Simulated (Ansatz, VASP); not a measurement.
# TiSn: VASP beside Ansatz

INCAR

```
ALGO     = Normal         # electronic algorithm
EDIFF    = 1E-7           # SCF threshold, eV
ENCUT    = 520            # plane-wave cutoff, eV
GGA      = PE             # functional
ISIF     = 2              # what is computed and relaxed
ISMEAR   = -1             # smearing method
LASPH    = T              # aspherical terms in the spheres
LCHARG   = F              # write CHGCAR
LREAL    = F              # projectors in reciprocal space
LWAVE    = F              # write WAVECAR
NBANDS   = 20             # bands
NELM     = 100            # most SCF steps
PREC     = Accurate       # precision mode
SIGMA    = 0.05           # smearing width, eV
```

KPOINTS

```
k-points
0
Gamma
  8 8 8
```

POSCAR

```
TiSn
1.0
    0.0000000000      2.7627000899      2.7627000899
    2.7627000899      0.0000000000      2.7627000899
    2.7627000899      2.7627000899      0.0000000000
Ti Sn
1 1
Direct
    0.0000000000      0.0000000000      0.0000000000
    0.5000000000      0.5000000000      0.5000000000
```

input.yaml

```yaml
crystal:
  lattice:
    - [0.0, 2.7627000899, 2.7627000899]
    - [2.7627000899, 0.0, 2.7627000899]
    - [2.7627000899, 2.7627000899, 0.0]
  atoms:
    - { symbol: Ti, position: [0.0, 0.0, 0.0] }
    - { symbol: Sn, position: [0.5, 0.5, 0.5] }
hamiltonian:
  xc: pbe
  pseudopotentials: { kind: paw, azcp: { folder: soft_1 } }
kpoints:
  mp_grid: { grid: [8, 8, 8] }
scf:
  occupations: { method: fermi_dirac, width: 0.05 }
output:
  forces: true
  stress: true
  eigenvalues: true
```

The cell was built by a generator and needn't be a form met in nature.

Alike in both runs: task single point; functional PBE; k mesh 8 × 8 × 8; occupations fermi-dirac, width 0.05 eV; no spin polarisation.

```csv
,VASP,Ansatz
version,VASP 6.6.1,Ansatz 0.2.0
potentials or method,"VASP PAW PBE potentials, release 64 (Ti_sv, Sn_d)",Ansatz PAW soft_1
plane-wave cutoff (eV),520,420
valence electrons in the cell,26,26
```

|  | VASP | Ansatz | Ansatz less VASP |
| --- | --- | --- | --- |
| gap on the k mesh at the Fermi level (eV) | none | none | - |
| pressure (GPa) | 3.7 | 3.7 | -0.01 |

A gap of «none» marks a metal or a gap that the smearing closes.
